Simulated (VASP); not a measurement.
Level of theory: optB86b-vdW, VASP's PBE PAW potentials (set 64) (plane waves; VASP).

Input for VASP

POSCAR:
```
MgI2
1
    2.1207873875    -3.6733110702     0.0000000000
    2.1207873875     3.6733110702     0.0000000000
    0.0000000000     0.0000000000     6.9903708316
Mg I
1 2
Direct
  1.0000000000   1.0000000000   0.0000000000
  0.3333330000   0.6666670000   0.2441566905
  0.6666670000   0.3333330000   0.7558433095
```

**INCAR**
```
SYSTEM = MgI2
PREC = Accurate
ENCUT = 520
EDIFF = 1E-7
NELM = 100
ALGO = Normal
LREAL = .FALSE.
LASPH = .TRUE.
ISMEAR = 0
SIGMA = 0.05
GGA = MK
PARAM1 = 0.1234
PARAM2 = 1.0
LUSE_VDW = .TRUE.
AGGAC = 0.0
LMAXMIX = 4
LWAVE = .FALSE.
LCHARG = .FALSE.
ISIF = 4
IBRION = 2
NSW = 30
EDIFFG = -0.01
```

KPOINTS:
```
Automatic mesh
0
Gamma
6 6 4
0 0 0
```

POTCAR, in this order: Mg I (PBE.64 set). Program: vasp_std.

Unless said otherwise, spin-orbit coupling is left out, though it shifts the bands of the heavy elements here.

**Question.** Predict the energy per atom (σ→0), band gap (on the k-mesh).

**Answer.** 
- energy per atom (σ→0): -0.878 eV/atom
- band gap (on the k-mesh): 3.61 eV

File OSZICAR:
```
...
DAV:   2    -0.263473884932E+01    0.32660E-02   -0.99329E-03   656   0.745E-01    0.173E-01
DAV:   3    -0.263294681552E+01    0.17920E-02   -0.18521E-03   712   0.271E-01    0.865E-02
DAV:   4    -0.263260703819E+01    0.33978E-03   -0.10848E-03   684   0.197E-01    0.209E-02
DAV:   5    -0.263262230983E+01   -0.15272E-04   -0.84514E-05   644   0.584E-02    0.190E-02
DAV:   6    -0.263262292424E+01   -0.61441E-06   -0.36095E-06   680   0.135E-02    0.117E-02
DAV:   7    -0.263262445935E+01   -0.15351E-05   -0.30633E-06   600   0.142E-02    0.162E-03
DAV:   8    -0.263262439652E+01    0.62832E-07   -0.11071E-07   476   0.255E-03
   6 F= -.26326244E+01 E0= -.26326244E+01  d E =-.323313E-02
```

The compound is MgI2 in the 1T layered structure. This cell is one point of a volume scan, at 1.06 of the reference volume. Symmetry was kept, so distortions that lower it aren't found.
